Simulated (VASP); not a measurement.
Computed with HSE06 screened hybrid, VASP's PBE PAW potentials (set 64) (plane waves; VASP).

VASP ran on this input.

### INCAR
```
AEXX=0.25
ALGO=Normal
EDIFF=1E-5
ENCUT=400
GGA=PE
HFSCREEN=0.2
ISIF=0
ISMEAR=0
ISPIN=2
ISYM=0
LASPH=.TRUE.
LCHARG=.FALSE.
LHFCALC=.TRUE.
LMAXMIX=4
LORBIT=10
LREAL=Auto
LWAVE=.FALSE.
MAGMOM=64*0.0156
NELECT=257.0
NELM=50
NELMIN=4
NUPDOWN=1
PREC=Normal
PRECFOCK=Fast
SIGMA=0.05
SYSTEM=GaIn31P32
```

### KPOINTS
```
Automatic mesh
0
Gamma
1 1 1
```

POSCAR:
```
GaIn31P32
1
   11.9995217332     0.0000000000     0.0000000000
    0.0000000000    11.9995217332     0.0000000000
    0.0000000000     0.0000000000    11.9995217332
In P Ga
31 32 1
Direct
  0.4999991514   0.0003278393   0.0000827327
  0.7500096111   0.2497491902   0.0003992940
  0.7499308322   0.9999426946   0.2502023731
  0.9999830594   0.9999729691   0.9999606449
  0.2503238053   0.2501644124   0.0003127355
  0.4999159402   0.4998163078   0.0002302925
  0.7499198466   0.7499952841   0.9999078656
  0.2502422356   0.0002958906   0.2502525249
  0.5006002864   0.2525372101   0.2525732668
  0.7478344237   0.4997977604   0.2523896284
  0.4999424172   0.0000313001   0.4999471824
  0.7478406665   0.2522834390   0.4997154432
  0.7499136268   0.9999012777   0.7499498394
  0.9998756631   0.4999204413   0.0003049416
  0.2498047098   0.7501789159   0.0003833819
  0.0001604747   0.2502118132   0.2501849082
  0.2523999786   0.5005968457   0.2523821377
  0.4997184334   0.7478935441   0.2521592773
  0.9997714095   0.0001053804   0.5000352861
  0.2522313392   0.2523593972   0.5005976162
  0.7475868961   0.7475298582   0.5007854075
  0.2500212332   0.0000467423   0.7499804517
  0.4996487159   0.2521795298   0.7479061775
  0.7479759075   0.5001385207   0.7481356413
  0.0000364298   0.7500505501   0.2501081919
  0.0000480127   0.4999523517   0.4998295594
  0.2521267832   0.7479185424   0.4995836019
  0.0002478957   0.2498486438   0.7500255526
  0.2518674395   0.5000058243   0.7481970347
  0.5003028142   0.7478735294   0.7480249769
  0.9997985819   0.7501547026   0.7498613405
  0.6246196582   0.1260489690   0.1263359498
  0.8738613912   0.3752792891   0.1262781569
  0.8738928239   0.1261928849   0.3752832401
  0.1249977270   0.1250047434   0.1250028417
  0.3751619806   0.3750854021   0.1256735719
  0.6249532586   0.6249386983   0.1252002173
  0.8749918527   0.8750461315   0.1249611655
  0.3752133548   0.1256270397   0.3752292238
  0.6176610071   0.3826340193   0.3827076809
  0.8747237955   0.6251820065   0.3753166988
  0.6249007476   0.1252113220   0.6249332562
  0.8750320805   0.3749789492   0.6250711706
  0.8750081704   0.1249226052   0.8750297883
  0.1260003291   0.6246575088   0.1261894687
  0.3753323205   0.8741349516   0.1261672380
  0.1255681578   0.3751515681   0.3750986080
  0.3823631997   0.6179622384   0.3823815432
  0.6250971618   0.8746369253   0.3753832940
  0.1260761691   0.1259462145   0.6246773150
  0.3819753693   0.3823891526   0.6182632743
  0.6176911502   0.6175306169   0.6183212582
  0.8738303560   0.8740354930   0.6246970552
  0.3752220077   0.1261114262   0.8739699381
  0.6250005611   0.3747579374   0.8751628329
  0.8740661813   0.6247672027   0.8740444249
  0.1260572576   0.8741351918   0.3753011588
  0.1250383360   0.6251427184   0.6247964130
  0.3750441499   0.8748286771   0.6249916153
  0.1260237528   0.3752145576   0.8741784912
  0.3749446630   0.6251216110   0.8752735103
  0.6246634670   0.8741015127   0.8740442843
  0.1249333383   0.8750520188   0.8750017077
  0.4998276029   0.5001507084   0.5005292987
```

POTCAR, in this order: In P Ga (PBE.64 set). Program: vasp_gam. Read from the step before: WAVECAR.

Task: What will the output report for the number of irreducible k-points (NKPTS), largest plane-wave count, FFT grid (NGX, NGY, NGZ)?

Result: 
number of irreducible k-points (NKPTS): 1
largest plane-wave count: 15720
FFT grid (NGX, NGY, NGZ): 60 × 60 × 60

The cell is a supercell with a defect, built from InP (zinc blende): Ga_In, charge -1. The cell's shape comes from a PBE relaxation.
